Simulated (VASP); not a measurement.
Consider the following.

```yaml
crystal:
  lattice:
    - [4.08245, 0.00000, 0.00000]
    - [0.00000, 4.08787, 5.78027]
    - [0.00000, -4.08787, 5.78027]
  atoms:
    - { symbol: Zn, position: [0.00000, 0.99970, 0.99970] }
    - { symbol: Zn, position: [0.50000, 0.99846, 0.50132] }
    - { symbol: Zn, position: [0.50000, 0.50132, 0.99846] }
    - { symbol: Cd, position: [0.00000, 0.50151, 0.50151] }
    - { symbol: Se, position: [0.50000, 0.36261, 0.36261] }
    - { symbol: Se, position: [0.00000, 0.36932, 0.89232] }
    - { symbol: Se, position: [0.00000, 0.89232, 0.36932] }
    - { symbol: Se, position: [0.50000, 0.87476, 0.87476] }
```

All values below come from r2SCAN meta-GGA, VASP's PBE PAW potentials (set 64) (plane waves; VASP 6.6.1). Settings: 400 eV cut-off, 6×4×4 Γ-centred mesh, tetrahedra with Blöchl corrections, potentials Zn Cd Se.

The cores are frozen, which limits the accuracy of field gradients.

Task: Give the principal components of the electric field gradient (V/Å²) and the asymmetry η at each nucleus.

Result: 
```json
[
 {"atom": "Zn1", "Vxx": "5.8", "Vyy": "0.7", "Vzz": "-6.6", "η": "0.78"},
 {"atom": "Zn2", "Vxx": "-5.2", "Vyy": "-3.1", "Vzz": "8.3", "η": "0.26"},
 {"atom": "Zn3", "Vxx": "-5.2", "Vyy": "-3.1", "Vzz": "8.3", "η": "0.26"},
 {"atom": "Cd4", "Vxx": "9.2", "Vyy": "4.2", "Vzz": "-13.5", "η": "0.37"},
 {"atom": "Se5", "Vxx": "34.8", "Vyy": "4.2", "Vzz": "-38.9", "η": "0.79"},
 {"atom": "Se6", "Vxx": "19.9", "Vyy": "13.6", "Vzz": "-33.5", "η": "0.19"},
 {"atom": "Se7", "Vxx": "19.9", "Vyy": "13.6", "Vzz": "-33.5", "η": "0.19"},
 {"atom": "Se8", "Vxx": "-1.4", "Vyy": "-0.4", "Vzz": "1.8", "η": "0.56"}
]
```

The structure comes from a computed database's Zn3CdSe4 entry (Amm2); how it stands against other phases isn't given here. It was relaxed first.
